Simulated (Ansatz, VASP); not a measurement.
# KB6Rh2: VASP beside Ansatz

Contents of INCAR:

```
  PREC = Accurate
  ENCUT = 600
  EDIFF = 1E-6
  ISMEAR = 0
  SIGMA = 0.1
  LREAL = False
  LASPH = True
  NELM = 100
  ALGO = Normal
  ISIF = 3
  LWAVE = False
  LCHARG = False
  GGA = PE
  IBRION = 2
  NSW = 100
  EDIFFG = -0.01
```

Contents of KPOINTS:

```
Automatic mesh
0
Gamma
  8 8 8
```

POSCAR

```
KB6Rh2
1.0
    0.0000000000      4.0979169541      4.0979169541
    4.0979169541      0.0000000000      4.0979169541
    4.0979169541      4.0979169541      0.0000000000
K B Rh
1 6 2
Direct
    0.5000000000      0.5000000000      0.5000000000
    0.5000000000      0.0000000000      0.0000000000
    0.0000000000      0.5000000000      0.5000000000
    0.0000000000      0.5000000000      0.0000000000
    0.5000000000      0.0000000000      0.5000000000
    0.0000000000      0.0000000000      0.5000000000
    0.5000000000      0.5000000000      0.0000000000
    0.2500000000      0.2500000000      0.2500000000
    0.7500000000      0.7500000000      0.7500000000
```

Input for Ansatz:

```yaml
crystal:
  lattice:
    - [0.0, 4.0979169541, 4.0979169541]
    - [4.0979169541, 0.0, 4.0979169541]
    - [4.0979169541, 4.0979169541, 0.0]
  atoms:
    - { symbol: K, position: [0.5, 0.5, 0.5] }
    - { symbol: B, position: [0.5, 0.0, 0.0] }
    - { symbol: B, position: [0.0, 0.5, 0.5] }
    - { symbol: B, position: [0.0, 0.5, 0.0] }
    - { symbol: B, position: [0.5, 0.0, 0.5] }
    - { symbol: B, position: [0.0, 0.0, 0.5] }
    - { symbol: B, position: [0.5, 0.5, 0.0] }
    - { symbol: Rh, position: [0.25, 0.25, 0.25] }
    - { symbol: Rh, position: [0.75, 0.75, 0.75] }
basis:
  ecutwfc: 420
kpoints:
  mp_grid: { grid: [8, 8, 8] }
hamiltonian:
  xc: pbe
scf:
  occupations: { method: gaussian, width: 0.1 }
output:
  forces: true
  stress: true
  eigenvalues: true
  write_density: true
  write_potential: true
  elf: true
  volumetric_format: npy
relax:
  adjacent_minimum: "off"
  f_tol: 0.01
  max_steps: 80
  cell: { stress_tol: 0.05 }
```

Alike in both runs: task relaxation of cell and atoms; functional PBE; k mesh 8 × 8 × 8; occupations gaussian, width 0.1 eV; no spin polarisation.

|  | VASP | Ansatz |
| --- | --- | --- |
| version | VASP 6.6.1 | Ansatz 0.2.0 |
| potentials or method | VASP PAW PBE potentials, release 64 (K_sv, B, Rh_pv) | scalar-relativistic, plane waves, PAW |
| plane-wave cutoff (eV) | 600 | 420 |
| valence electrons in the cell | 57 | 61 |

```csv
,VASP,Ansatz,Ansatz less VASP
"gap on the k mesh at the Fermi level, each at its own relaxed structure (eV)",none,none,-
relaxed volume (Å³/atom),15.32,15.30,-0.017
relaxed cell length with the largest relative difference (Å),5.799,5.797,-0.0021
```

A gap of «none» marks a metal or a gap that the smearing closes. The two sets of potentials don't hold the same shells in valence.
